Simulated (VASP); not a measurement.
Be3ZnTe4: relaxation of cell and atoms with PBE

The system is Be3ZnTe4.

```
Be Zn Te
1.0
     5.65934    0.00000    0.00000
     0.00000    5.65934    0.00000
     0.00000    0.00000    5.65934
Be Zn Te
3 1 4
Direct
  0.00000 0.50000 0.50000
  0.50000 0.00000 0.50000
  0.50000 0.50000 0.00000
  0.50000 0.50000 0.50000
  0.50000 0.00000 0.00000
  0.00000 0.50000 0.00000
  0.00000 0.00000 0.50000
  0.00000 0.00000 0.00000
```

The cell was built by a generator and needn't be a form met in nature.

```
Program                : VASP 6.6.1
Task                   : relaxation of cell and atoms
Functional             : PBE
Potentials or basis    : VASP PAW PBE potentials, release 64 (Be, Zn, Te)
Cutoff                 : 520 eV
k mesh                 : 3 × 3 × 3
Occupations            : gaussian, width 0.15 eV
Spin                   : no spin polarisation
Further INCAR settings : PREC = Normal; ALGO = Fast; EDIFF = 0.0001; IBRION = 2; EDIFFG = -0.08; NSW = 24; ISIF = 3
```

The relaxed volume is 23.55 Å³/atom and the relaxed cell is a = 5.733 Å, b = 5.733 Å, c = 5.733 Å, α = 90.00°, β = 90.00°, γ = 90.00°. The space group after relaxing (to 0.05 Å) is Pm-3m (No. 221), the energy gained by relaxing is 6.6 meV/atom and the ionic steps are 3. The pressure after relaxing is 0.1 GPa and the band gap on the k mesh is none (metal or under the smearing width).

Step by step:
```csv
step,energy change (eV),largest force (eV/Å),pressure (GPa),volume (Å³)
1,0.0000,0.0000,2.51,181.26
2,-0.0499,0.0000,-0.76,190.72
3,-0.0524,0.0000,0.07,188.41
```

Final structure:
```
Be Zn Te
1.0
     5.73278    0.00000    0.00000
     0.00000    5.73278    0.00000
     0.00000    0.00000    5.73278
Be Zn Te
3 1 4
Direct
  0.00000 0.50000 0.50000
  0.50000 0.00000 0.50000
  0.50000 0.50000 0.00000
  0.50000 0.50000 0.50000
  0.50000 0.00000 0.00000
  0.00000 0.50000 0.00000
  0.00000 0.00000 0.50000
  0.00000 0.00000 0.00000
```

Levels at points of the mesh, in eV from the Fermi level:
```tsv
k point	band 18	band 19	band 20	band 21	band 22	band 23	band 24	band 25
(0.00, 0.00, 0.00)	-3.37	-3.37	-1.34	-1.34	1.06	1.06	1.06	2.32
```

Wall time 9.9 s on 4 MPI ranks on AMD EPYC 9R14 (Zen 4) (shared host), peak memory 0.11 GiB a rank.

Caveat: the k mesh is coarse (spacing up to 0.37 Å⁻¹), so the values aren't converged; the relaxation stopped at a loose force limit of 0.08 eV/Å, so its end isn't a converged minimum. Spin-orbit coupling is left out, which matters for the levels of Te.
